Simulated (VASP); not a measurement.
Given:

```
CELL_PARAMETERS angstrom
      1.39740    -2.42037     0.00000
      1.39740     2.42037     0.00000
      0.00000     0.00000     4.47780
ATOMIC_POSITIONS crystal
  Tc 0.33333 0.66667 0.25000
  Tc 0.66667 0.33333 0.75000
```

Calculation: PBE GGA, VASP's PBE PAW potentials (set 64) (plane waves; VASP). Run with 400 eV cut-off, 9×9×6 Γ-centred mesh, first-order Methfessel-Paxton smearing of 0.10 eV, potentials Tc_pv.

Give the stress tensor in GPa (positive for a compressed cell).

```
-13.97    0.00    0.00
  0.00  -13.97    0.00
  0.00    0.00  -15.79
```
The pressure is its mean diagonal, -14.58 GPa.

The compound is Tc in the hcp structure. The cell was not relaxed at this level. The run is one of a series of settings (KPOINTS 9×9×6 Γ-centred mesh against the base run), some of them coarse on purpose.
